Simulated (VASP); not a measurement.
VW3 (ordered alloy cell): computed properties

Computed with PBEsol GGA, VASP's PBE PAW potentials (set 64) (plane waves; VASP 6.6.1).

| Item | Result |
|---|---|
| space group | R-3m (166) |
| cell | a = b = 8.7730 Å, c = 2.7057 Å, α = β = 90.00°, γ = 120.00° |
| volume per atom | 15.03 Å³/atom |
| band gap (over mesh and band path) | none (metal, semimetal or under 0.01 eV) |
| density | 16.64 g/cm³ |

```yaml
crystal:
  lattice:
    - [-3.10926, 3.09420, 3.10926]
    - [3.09420, -3.10926, 3.10926]
    - [1.56217, 1.56217, -1.56217]
  atoms:
    - { symbol: W, position: [0.00000, 0.00000, 0.00000] }
    - { symbol: W, position: [0.00000, 0.50000, 0.00000] }
    - { symbol: W, position: [0.50000, 0.00000, 0.00000] }
    - { symbol: V, position: [0.50000, 0.50000, 0.00000] }
```

Unless said otherwise, spin-orbit coupling is left out, though it shifts the bands of the heavy elements here.

The structure was generated: VW3 was put into an ordered model structure (R-3m), which need not be its known phase. It was relaxed first. Symmetry was kept, so distortions that lower it aren't found. The run is not spin-polarised, so no magnetic state was tried. The electron count is odd and the run is not spin-polarised, which forces a metal.
